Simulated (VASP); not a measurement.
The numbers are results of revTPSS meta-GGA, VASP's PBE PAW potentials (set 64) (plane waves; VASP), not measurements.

Input for VASP

POSCAR:
```
Nb
2.9003360
 -0.5773502097   0.5773502097   0.5773502097
  0.5773502097  -0.5773502097   0.5773502097
  0.5773502097   0.5773502097  -0.5773502097
Nb
1
Direct
  0.0000000000   0.0000000000   0.0000000000
```

### INCAR
```
SYSTEM = Nb
PREC = Accurate
ENCUT = 520
EDIFF = 1E-7
NELM = 100
ALGO = Normal
LREAL = .FALSE.
LASPH = .TRUE.
ISMEAR = 1
SIGMA = 0.1
METAGGA = RTPSS
LMIXTAU = .TRUE.
LMAXMIX = 4
LWAVE = .FALSE.
LCHARG = .FALSE.
ISIF = 2
```

### KPOINTS
```
K-points
0
gamma
 16 16 16
```

POTCAR, in this order: Nb_sv (PBE.64 set). Program: vasp_std.

Output of the run:

File OSZICAR:
```
       N       E                     dE             d eps       ncg     rms          rms(c)
DAV:   1     0.757549748640E+03    0.75755E+03   -0.19154E+07  2900   0.210E+07
DAV:   2     0.719190137890E+03   -0.38360E+02   -0.33970E+02  2900   0.820E+04
DAV:   3     0.172455515828E+03   -0.54673E+03   -0.53418E+03  5800   0.135E+04
DAV:   4    -0.151299643896E+02   -0.18759E+03   -0.18207E+03  5576   0.153E+03
DAV:   5    -0.331730872857E+03   -0.31660E+03   -0.39655E+03  5464   0.139E+03    0.117E+02
DAV:   6     0.262328594706E+01    0.33435E+03   -0.69702E+02  4020   0.210E+02    0.436E+01
DAV:   7     0.126667516902E+01   -0.13566E+01   -0.13574E+01  3950   0.414E+01    0.321E+01
DAV:   8     0.119643835901E+01   -0.70237E-01   -0.13899E+00  4740   0.106E+01    0.220E+01
DAV:   9     0.107318560152E+01   -0.12325E+00   -0.31189E-01  4450   0.701E+00    0.385E+01
DAV:  10     0.133572574346E+01    0.26254E+00   -0.95587E-01  3376   0.134E+01    0.162E+00
DAV:  11     0.121620973931E+01   -0.11952E+00   -0.16617E-01  3216   0.680E+00    0.644E-01
DAV:  12     0.121527563189E+01   -0.93411E-03   -0.84841E-03  4900   0.771E-01    0.631E-01
DAV:  13     0.121169564756E+01   -0.35800E-02   -0.12787E-03  3484   0.491E-01    0.561E-01
DAV:  14     0.121162237287E+01   -0.73275E-04   -0.32137E-03  4100   0.820E-01    0.411E-01
DAV:  15     0.121118107827E+01   -0.44129E-03   -0.21508E-03  4622   0.595E-01    0.381E-01
DAV:  16     0.121130174318E+01    0.12066E-03   -0.29274E-05  3462   0.828E-02    0.358E-01
DAV:  17     0.121128574036E+01   -0.16003E-04   -0.42970E-06  4636   0.237E-02    0.366E-01
DAV:  18     0.121160937968E+01    0.32364E-03   -0.12105E-03  3602   0.524E-01    0.119E-01
DAV:  19     0.121160546586E+01   -0.39138E-05   -0.68083E-05  3840   0.109E-01    0.684E-02
DAV:  20     0.121161115566E+01    0.56898E-05   -0.43335E-05  3248   0.877E-02    0.175E-02
DAV:  21     0.121161208299E+01    0.92734E-06   -0.34289E-06  4416   0.204E-02    0.101E-02
DAV:  22     0.121160988247E+01   -0.22005E-05   -0.97599E-07  3124   0.148E-02    0.422E-03
DAV:  23     0.121161086694E+01    0.98448E-06   -0.54440E-08  1734   0.360E-03    0.106E-03
DAV:  24     0.121160987548E+01   -0.99146E-06   -0.32827E-08  1562   0.355E-03    0.383E-04
DAV:  25     0.121161013108E+01    0.25560E-06   -0.88672E-09  1552   0.199E-03    0.518E-04
DAV:  26     0.121161019644E+01    0.65354E-07   -0.42737E-09  1550   0.105E-03
   1 F= 0.12116102E+01 E0= 0.12116432E+01  d E =-.989003E-04
```

File OUTCAR:
```
------------------------ aborting loop because EDIFF is reached ----------------------------------------
  FORCE on cell =-STRESS in cart. coord.  units (eV):
  Direction    XX          YY          ZZ          XY          YZ          ZX
  --------------------------------------------------------------------------------------
  Total       -1.1472514     -1.1472514     -1.1472514      0.0000000      0.0000000     -0.0000000
  in kB      -97.8692469    -97.8692469    -97.8692469      0.0000000      0.0000000     -0.0000000
  external PRESSURE =     -97.8692469 kB  Pullay stress =       0.0000000 kB
  volume of cell :       18.78
      direct lattice vectors                 reciprocal lattice vectors
    -1.674509598  1.674509598  1.674509598     0.000000000  0.298594885  0.298594885
     1.674509598 -1.674509598  1.674509598     0.298594885  0.000000000  0.298594885
     1.674509598  1.674509598 -1.674509598     0.298594885  0.298594885  0.000000000
 POSITION                                       TOTAL-FORCE (eV/Angst)
 -----------------------------------------------------------------------------------
      0.00000      0.00000      0.00000        -0.000000     -0.000000     -0.000000
 -----------------------------------------------------------------------------------
    total drift:                               -0.000000      0.000000      0.000000
  FREE ENERGIE OF THE ION-ELECTRON SYSTEM (eV)
  ---------------------------------------------------
  free  energy   TOTEN  =         1.2116101964 eV

  energy  without entropy=        1.2117090968  energy(sigma->0) =        1.21164316
```
(Selected blocks of OUTCAR.)

File OUTCAR:
```
 val. band max:       10.5969689580   @ k =  -0.3750   0.3750   0.1875

 cond. band min:      10.6039389849   @ k =  -0.2500   0.3125   0.1250


 Fermi energy:        10.5971482014

 k-point     1 :       0.0000    0.0000    0.0000
  band No.  band energies     occupation
      1     -44.4460      2.00000
      2     -19.5733      2.00000
      3     -19.5733      2.00000
      4     -19.5733      2.00000
      5       4.7464      2.00000
      6      10.9874     -0.00000
      7      10.9874     -0.00000
      8      10.9874     -0.00000
      9      13.7968      0.00000
     10      13.7968      0.00000

 k-point     2 :       0.0625    0.0000    0.0000
  band No.  band energies     occupation
      1     -44.4384      2.00000
      2     -19.6214      2.00000
      3     -19.5881      2.00000
      4     -19.5736      2.00000
      5       4.8998      2.00000
      6      10.8924     -0.00024
      7      10.9645     -0.00000
      8      11.1347     -0.00000
      9      13.6515      0.00000
     10      13.7978      0.00000

 k-point     3 :       0.1250    0.0000    0.0000
  band No.  band energies     occupation
      1     -44.4164      2.00000
      2     -19.7570      2.00000
      3     -19.6301      2.00000
      4     -19.5745      2.00000
      5       5.3353      2.00000
      6      10.6348      0.40953
      7      10.8621     -0.00116
      8      11.5697     -0.00000
      9      13.3666      0.00000
     10      13.8095      0.00000

 k-point     4 :       0.1875    0.0000    0.0000
  band No.  band energies     occupation
      1     -44.3835      2.00000
      2     -19.9558      2.00000
      3     -19.6923      2.00000
      4     -19.5760      2.00000
      5       5.9703      2.00000
      6      10.2801      2.00007
      7      10.6526      0.20317
      8      12.2707     -0.00000
      9      13.2159      0.00000
     10      13.8531      0.00000

 k-point     5 :       0.2500    0.0000    0.0000
...
```

The compound is Nb in the bcc structure. This cell is one point of a volume scan, at 1.06 of the reference volume.
